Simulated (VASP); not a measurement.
Output of a VASP run:

### OSZICAR
```
       N       E                     dE             d eps       ncg     rms          rms(c)
DAV:   1     0.301558763713E+02    0.30156E+02   -0.49799E+03  2264   0.858E+02
DAV:   2    -0.399239760683E+01   -0.34148E+02   -0.31706E+02  1929   0.168E+02
DAV:   3    -0.425885116053E+01   -0.26645E+00   -0.26632E+00  2228   0.150E+01
DAV:   4    -0.425953606021E+01   -0.68490E-03   -0.68489E-03  2098   0.828E-01
DAV:   5    -0.425954021724E+01   -0.41570E-05   -0.41578E-05  2142   0.627E-02    0.971E+00
DAV:   6    -0.394827219731E+01    0.31127E+00   -0.10151E+00  1909   0.976E+00    0.598E+00
DAV:   7    -0.392471220227E+01    0.23560E-01   -0.91394E-02  2005   0.286E+00    0.284E+00
DAV:   8    -0.392169769869E+01    0.30145E-02   -0.18311E-03  1989   0.486E-01    0.279E-01
DAV:   9    -0.392168781622E+01    0.98825E-05   -0.67460E-06  2069   0.295E-02    0.167E-02
DAV:  10    -0.392169143263E+01   -0.36164E-05   -0.10195E-06  2090   0.107E-02    0.195E-03
DAV:  11    -0.392169150041E+01   -0.67779E-07   -0.34139E-08  2144   0.184E-03    0.471E-04
DAV:  12    -0.392169149696E+01    0.34411E-08   -0.57348E-10  1027   0.253E-04
   1 F= -.39216915E+01 E0= -.39218226E+01  d E =-.392169E+01
```

OUTCAR:
```
------------------------ aborting loop because EDIFF is reached ----------------------------------------
  FORCE on cell =-STRESS in cart. coord.  units (eV):
  Direction    XX          YY          ZZ          XY          YZ          ZX
  --------------------------------------------------------------------------------------
  Total       -0.0000829     -0.0000829     -0.0000829     -0.0000000      0.0000000      0.0000000
  in kB       -0.0078165     -0.0078165     -0.0078165     -0.0000000      0.0000000      0.0000000
  external PRESSURE =      -0.0078165 kB  Pullay stress =       0.0000000 kB
  volume of cell :       16.99
      direct lattice vectors                 reciprocal lattice vectors
     0.000000000  2.040451335  2.040451335    -0.245043825  0.245043825  0.245043825
     2.040451335  0.000000000  2.040451335     0.245043825 -0.245043825  0.245043825
     2.040451335  2.040451335  0.000000000     0.245043825  0.245043825 -0.245043825
 POSITION                                       TOTAL-FORCE (eV/Angst)
 -----------------------------------------------------------------------------------
      0.00000      0.00000      0.00000         0.000000      0.000000      0.000000
 -----------------------------------------------------------------------------------
    total drift:                               -0.000000     -0.000000     -0.000000
  FREE ENERGIE OF THE ION-ELECTRON SYSTEM (eV)
  ---------------------------------------------------
  free  energy   TOTEN  =        -3.9216914970 eV

  energy  without entropy=       -3.9220849455  energy(sigma->0) =       -3.92182265

 reached required accuracy - stopping structural energy minimisation
```
(Selected blocks of OUTCAR.)

**POSCAR**
```
Au
1
    0.0000000000     2.0404513352     2.0404513352
    2.0404513352    -0.0000000000     2.0404513352
    2.0404513352     2.0404513352     0.0000000000
Au
1
Direct
  0.0000000000   0.0000000000   0.0000000000
```

Question: Write an INCAR and KPOINTS that could have produced this output.

Answer: Several could match; the one computed here: the input of the run itself, PBEsol GGA, plane waves, VASP's PBE PAW potentials (set 64).

File KPOINTS:
```
Automatic mesh
0
Gamma
14 14 14
0 0 0
```

INCAR:
```
LMAXMIX  =  6   # l cut-off of mixed one-centre charges
LWAVE  =  .False.
SYSTEM  =  Au
LCHARG  =  .False.
ALGO  =  Normal   # blocked Davidson
EDIFFG  =  -0.001
LASPH  =  .True.
SIGMA  =  0.1   # width (eV)
LREAL  =  .False.   # projection in real space or not
GGA  =  PS   # PBEsol
EDIFF  =  1E-8   # SCF stop (eV)
NELM  =  100   # most electronic steps
ISMEAR  =  1   # Methfessel-Paxton
PREC  =  Accurate
NSW  =  30   # most ionic steps
IBRION  =  1
ISIF  =  2   # forces and stress, cell fixed
ENCUT  =  400
```

POTCAR, in this order: Au (PBE.64 set). Program: vasp_std.

The compound is Au in the fcc structure. It was relaxed first. The start is the result of an earlier pass.
